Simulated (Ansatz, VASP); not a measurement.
**As (arsenene 3 layers, AA'): VASP beside Ansatz**

One calculation is typed for both programs; each brings its own data sets. How far apart do they land? The structure shown is the start of the Ansatz relaxation below; VASP solves that cell, so the two are compared at the walk's first step.

Program: Ansatz 0.2.0. Level of theory: plane waves, with VASP 6.6.1 beside it; single point at PBE with D3(BJ). Results are calculated unless marked as measured.

### Step 1. Set-up

The cell holds 6 atoms: 6 As. Cell: a = 3.610 Å, b = 3.610 Å, c = 51.400 Å, α = 90.0°, β = 90.0°, γ = 120.0°. Vacuum lies along c.

### Step 2. Ansatz: relaxation, PBE with D3(BJ)

Ansatz runs on its default PAW (the set named soft_2) files.

The two programs are compared at the cell with which this relaxation starts, whose forces are those of its first step.

The input, input.yaml:

```yaml
crystal:
  lattice:
    - [3.61, 0.0, 0.0]
    - [-1.805, 3.1263517077, 0.0]
    - [0.0, 0.0, 51.3999999983]
  atoms:
    - { symbol: As, position: [0.6666666667, 0.3333333333, 0.4007782101] }
    - { symbol: As, position: [0.3333333333, 0.6666666667, 0.4280155642] }
    - { symbol: As, position: [0.3333333333, 0.6666666667, 0.486381323] }
    - { symbol: As, position: [0.6666666667, 0.3333333333, 0.513618677] }
    - { symbol: As, position: [0.6666666667, 0.3333333333, 0.5719844358] }
    - { symbol: As, position: [0.3333333333, 0.6666666667, 0.5992217899] }
  periodic: [true, true, false]
kpoints:
  mp_grid: { grid: [12, 12, 1] }
hamiltonian:
  xc: pbe
  dispersion: d3bj
scf:
  occupations: { method: fermi_dirac, width: 0.05 }
  convergence: { dr2_threshold: 1.0e-09 }
relax:
  f_tol: 0.004
  max_steps: 90
  cell: {}
output:
  write_potential: true
  write_density: true
  volumetric_format: npy
```

On the command line:

```console
$ ansatz run input.yaml --threads 4 --pin off --max-ram 8192MiB --backend cpu --events-out ev --progress --plain --runs-dir out
```

Numbers of over 12 decimals in the logs are rounded to 6 here.

What it wrote:

```text
Warning: relax.cell: scf.convergence.dr2_threshold = 1e-9 eV is looser than the 1.47044407391e-10 eV advised for a relaxation that steers and ends on the stress (1e-10 eV for each atom of the cell: 6, times the square of relax.cell.stress_2d_tol = 0.05 N/m over 20.2 Å (the atoms' height at the walk's start and 5 Å past either face), 2.475e-2 GPa, over a crystal's default 0.05). What an SCF threshold leaves in a stress goes as its square root, and in the free energy as the threshold itself, and one threshold admits the most on a small cell: [figures from the program's tests cut] Set scf.convergence.dr2_threshold to 1.47044407391e-10 eV or tighter. [rest of the remark cut]
Engine: ansatz 0.2.0, x86_64-unknown-linux-gnu
Pseudopotentials: kind: paw
Pseudopotential: As, paw, valence charge 15, recommended cutoff 420 eV (normal), As.paw.azcp
Functional definition: PBE
  parameter kappa = 0.804
  parameter beta = 0.066725
  exchange = pbe_x(kappa = kappa, mu = beta*pi^2/3)
  correlation = pbe_c(beta = beta)
Crystal: 6 atoms, lattice volume = 580.107 Å³
Basis set: ecut = 420 eV, 11223 PW (Γ), exchange–correlation on 50×50×720 points (8 copies of the dense FFT grid, shifted against one another)
Bands: 54, of which v1, the nominal top of the filled ones, is band 45 counted from 1 (44 counted from 0)
Symmetry: 12 space group operations
Space group: P-3m1 (ITA 164), of the structure as read, at distance tolerance 8.3e-5 Å
k-points: 19 of 144
Non-local potential: As, projectors of the file, l = 0: 2, l = 1: 2, l = 2: 3, l = 3: 1
PAW form: soft (Blöchl's): semilocal exchange-correlation on the pseudo side does not see the compensation charge
PAW one-centre angular grid: As, 590 points (default); XC on 64 Gauss nodes
Initial density: superposition of atomic densities (neutral atoms: chi_scale 0, normalization atom), corrected by the library's trained network
Initial wavefunctions: pseudopotential atomic-orbital guess
Functional: x = pbe(κ = 0.804, μ = 0.219515), c = pbe(β = 0.066725)
SCF iter   1: F=—  HF=-29137.983207 eV  |F-HF|=—  |Δ(HF+E_count)|=         —  Δρ=1.29e-3  dr2=3.79e-2  ethr=1.77e-3  ⟨swp⟩=11.4  Hψ=4941  notcnv=0  defer=6
preconditioner: auto → LDOS  [metal: Δε(μ)=0.041 eV  Ē_g=8.824 eV  σ=0.050 eV  W_gap=0.20  n_scr=32 (ndim 8)  ℏωp=8.4 eV  f_vac=0.730  D(μ)=2.79/eV (n_scr^D=14)  β→1.0]
SCF iter   2: F=—  HF=-29137.976729 eV  |F-HF|=—  |Δ(HF+E_count)|=   6.48e-3  Δρ=9.20e-4  dr2=8.44e-3  ethr=4.21e-5  ⟨swp⟩=3.1  Hψ=2532  notcnv=0  defer=28
SCF iter   3: F=—  HF=-29137.974496 eV  |F-HF|=—  |Δ(HF+E_count)|=   2.23e-3  Δρ=2.53e-4  dr2=3.70e-3  ethr=9.38e-6  ⟨swp⟩=3.0  Hψ=2242  notcnv=0  defer=28
SCF iter   4: F=—  HF=-29137.974161 eV  |F-HF|=—  |Δ(HF+E_count)|=   3.35e-4  Δρ=1.24e-4  dr2=1.09e-3  ethr=4.11e-6  ⟨swp⟩=2.0  Hψ=1206  notcnv=0  defer=28
SCF iter   5: F=—  HF=-29137.974033 eV  |F-HF|=—  |Δ(HF+E_count)|=   1.28e-4  Δρ=5.66e-5  dr2=1.25e-4  ethr=1.21e-6  ⟨swp⟩=2.2  Hψ=1257  notcnv=0  defer=28
SCF iter   6: F=—  HF=-29137.974007 eV  |F-HF|=—  |Δ(HF+E_count)|=   2.59e-5  Δρ=2.14e-5  dr2=8.39e-6  ethr=1.39e-7  ⟨swp⟩=3.3  Hψ=2210  notcnv=0  defer=28
SCF iter   7: F=—  HF=-29137.974044 eV  |F-HF|=—  |Δ(HF+E_count)|=   3.64e-5  Δρ=4.94e-6  dr2=4.56e-7  ethr=9.32e-9  ⟨swp⟩=2.5  Hψ=1334  notcnv=0  defer=28
SCF iter   8: F=—  HF=-29137.974052 eV  |F-HF|=—  |Δ(HF+E_count)|=   8.71e-6  Δρ=1.77e-6  dr2=3.17e-8  ethr=5.06e-10  ⟨swp⟩=2.9  Hψ=1949  notcnv=0  defer=28
SCF iter   9: F=—  HF=-29137.974052 eV  |F-HF|=—  |Δ(HF+E_count)|=   4.79e-8  Δρ=6.18e-7  dr2=5.84e-9  ethr=3.52e-11  ⟨swp⟩=3.0  Hψ=2036  notcnv=0  defer=28
SCF iter  10: F=-29137.974052 eV  HF=-29137.974052 eV  |F-HF|=2.00e-9  |Δ(HF+E_count)|=   3.59e-9  Δρ=1.58e-7  dr2=2.43e-10  ethr=1.11e-12  ⟨swp⟩=8.6  Hψ=7898  notcnv=0
SCF 1 converged in 10 iterations: F = -29137.974052 eV  dr2 = 2.43e-10
  greatest PAW one-centre occupation: 0.999 electrons in one spin orbital (limit 2), on the As atom at site 5 (counted from 0), in its partial waves of l = 2
relax step   1: F+E_penalty+E_count = -29137.97405235 eV  Δ(F+E_penalty+E_count) = +0.000e0 eV  max|allowed force component| = 5.753e-1 eV/Å  Δτ_max = 0.0000 Å  P = -0.151 N/m  Ω = 580.107 Å³  fix = [c, alpha, beta]  reactions: c +0.000 N/m  (10 SCF iters, accepted)
Crystal: 6 atoms, lattice volume = 587.205 Å³
[...]
SCF iter   1: F=—  HF=-29138.344004 eV  |F-HF|=—  |Δ(HF+E_count)|=         —  Δρ=7.37e-6  dr2=9.29e-8  ethr=8.22e-8  ⟨swp⟩=6.1  Hψ=8778  notcnv=0
preconditioner: auto → Resta (q_TF=auto, 2.008 Å⁻¹)  ε∞=1.9  [insulator: Δε(μ)=0.994 eV  Ē_g=8.825 eV  σ=0.050 eV  W_gap=1.00  n_scr=32 (ndim 8)  ℏωp=8.5 eV  f_vac=0.698  D(μ)=0.00/eV (n_scr^D=0)  ε∞_Penn≈1.9  vacuum switching on, ρ_ref=5.6e-3 e/Å³]
SCF iter   2: F=—  HF=-29138.343951 eV  |F-HF|=—  |Δ(HF+E_count)|=   5.37e-5  Δρ=4.44e-6  dr2=4.08e-8  ethr=1.03e-10  ⟨swp⟩=4.2  Hψ=2967  notcnv=0
SCF iter   3: F=—  HF=-29138.343951 eV  |F-HF|=—  |Δ(HF+E_count)|=   2.41e-8  Δρ=1.53e-6  dr2=4.68e-9  ethr=4.54e-11  ⟨swp⟩=2.0  Hψ=1338  notcnv=0
SCF iter   4: F=—  HF=-29138.343951 eV  |F-HF|=—  |Δ(HF+E_count)|=   3.37e-9  Δρ=3.61e-7  dr2=6.34e-9  ethr=5.20e-12  ⟨swp⟩=3.0  Hψ=1995  notcnv=0
SCF iter   5: F=-29138.343951 eV  HF=-29138.343951 eV  |F-HF|=3.64e-12  |Δ(HF+E_count)|=  9.24e-10  Δρ=1.52e-7  dr2=1.02e-10  ethr=1.11e-12  ⟨swp⟩=12.1  Hψ=7023  notcnv=0
SCF 12 converged in 5 iterations: F = -29138.343951 eV  dr2 = 1.02e-10
relax step  12: F+E_penalty+E_count = -29138.34395055 eV  Δ(F+E_penalty+E_count) = +3.948e-4 eV  max|allowed force component| = 3.854e-4 eV/Å  Δτ_max = 0.0000 Å  P = -0.004 N/m  Ω = 567.048 Å³  fix = [c, alpha, beta]  reactions: c -0.000 N/m  stress off target by 3.93e-3 N/m on what of the cell is left free  SCF on the basis re-selected at this cell (its energy is not comparable with the rows above)  (5 SCF iters)
basis re-selected at this cell: Δ(F+E_penalty+E_count) = +3.948e-4 eV, ΔP = -0.003 N/m vs the last step (what re-selecting the basis moved, of the pressure what is left beyond the Pulay correction that the steps carried, after the strain that the cell walked since its last selection, with what the two solves' SCF thresholds leave and, on support functions, any second-order correction that the steps lacked; it is no measure of the basis error at this ecutwfc). The dense FFT grid was sized anew with the basis: this SCF ran on 24×24×360 points, the steps before it on 25×25×360, so part of this shift can come from that change (see relax.cell in the input reference). [rest of the remark cut]
WARN: The output density's exchange-correlation potential varies sharply where the density is thin. Do not read a vacuum level from v_tot or v_xc, or from such a field of the output density. On a cell that repeats whose density bears no net charge and no dipole along the vacuum's axis use v_es (v_loc + v_h of the components); under efield.dipole_correction with no amplitude use v_es + v_field, which holds any externa [...]
SCF converged after 5 iterations
Free energy (F): -29138.343951 eV
Harris-Foulkes:  -29138.343951 eV  (|F-HF|=3.64e-12)
Internal energy: -29138.343942 eV  (E = F + TS)
E sigma→0 (E₀):  -29138.343946 eV
Entropy (-TS):   -0.000008 eV (-0.001 meV/atom)
Fermi energy:    -4.569713 eV
--- Per-component energies (eV) ---
  E_band       = -2744.371087
  E_kinetic    = 613.875327
  E_local      = -533890.980290  (includes V_loc(G=0)·N_el)
  E_nonlocal   = -4024.455091
  E_hartree    = 266815.866979
  E_xc         = -473.965881
  E_vxc        = -473.023848  (∫ρ·V_xc dr)
  E_paw        = -11007.235830  (= ΣΔE_a)
  E_vpaw       = 1398.482044  (= ΣTr[D̂ρ^β])
  E_aug_tail   = 0.000042  (compensation charges beyond the density's cutoff)
  E_ewald      = 252830.163625
  E_disp       = -1.612824  (pairwise vdW)
  E_smearing   = -0.000008  (= −TS)
  E_closure    = 0.000000  (closes the sum)
  Σ components = -29138.343951   (vs F -29138.343951, Δ=0.00e0)
--- Forces (eV/Å), atoms counted from 1 ---
  atom   1  As     0.00000000     0.00000000    -0.00027795
  atom   2  As     0.00000000    -0.00000000    -0.00038536
  atom   3  As    -0.00000000    -0.00000000     0.00016384
  atom   4  As    -0.00000000     0.00000000    -0.00016384
  atom   5  As     0.00000000     0.00000000     0.00038536
  atom   6  As     0.00000000    -0.00000000     0.00027795
  max |Σ_I F_I| component: 1.16e-18 eV/Å
--- 2D stress c σ (N/m, compression-positive) ---
       -0.003932      -0.000000       0.000000
       -0.000000      -0.003932       0.000000
        0.000000       0.000000      -0.000000
  P = ½ c Tr σ = -0.0039 N/m
--- Band table (eV; the first three rows and the last of 19) ---
  k-point 0: bands = [... 41 lower, -5.2738, -5.2582, -5.2582, -5.1933, -3.4031, -3.0764, -2.8597, -1.8306, ... 5 higher]
  k-point 1: bands = [... 41 lower, -5.5194, -5.4888, -5.4729, -5.1305, -2.7688, -2.5363, -2.3675, -1.9585, ... 5 higher]
  k-point 2: bands = [... 41 lower, -5.9632, -5.9469, -5.8262, -5.1093, -3.1758, -3.0054, -2.8272, -1.2864, ... 5 higher]
  k-point 18: bands = [... 41 lower, -7.4013, -7.4013, -7.1082, -7.1082, -3.7510, -3.4467, -3.1414, -1.3616, ... 5 higher]
  the weakly bound empty levels are not read free of the cell's end (no_gap_told)
--- Relaxed structure (11 steps of the walk, 9 accepted, 1 SCFs on fresh bases) ---
  F+E_penalty+E_count = -29138.34395055 eV   max|allowed force component| = 3.854e-4 eV/Å   (the final SCF, on the basis selected at the relaxed cell)
  cell:  # Å, volume = 567.0485 Å³
    - [3.569137, 0.0, 0]
    - [-1.784568, 3.090963, 0]
    - [0, 0, 51.3999999983]
  atoms:
    - { symbol: As, position: [0.666667, 0.333333, 0.384689] }
    - { symbol: As, position: [0.333333, 0.666667, 0.411900] }
    - { symbol: As, position: [0.333333, 0.666667, 0.486395] }
    - { symbol: As, position: [0.666667, 0.333333, 0.513605] }
    - { symbol: As, position: [0.666667, 0.333333, 0.588100] }
    - { symbol: As, position: [0.333333, 0.666667, 0.615311] }
```

Reading the cycles: dr2 is the Hartree energy of the density residual (eV), the measure of convergence; HF is the Harris–Foulkes estimate of the energy, which meets the free energy F at convergence.

(Part 1 of 2 ends here.)

[Lines on the potential files, build, host, timing and source positions are cut from VASP's logs without a mark.]

[Logs are printed without paths, hosts, clocks, repeated set-up lines and the standing remarks that a program may print on its own settings, such as how far it seeks lower states.]

[Hosts, paths, dates, database ids (printed as entryN), source tags and the programs' standing remarks are cut or masked in the printed files.]
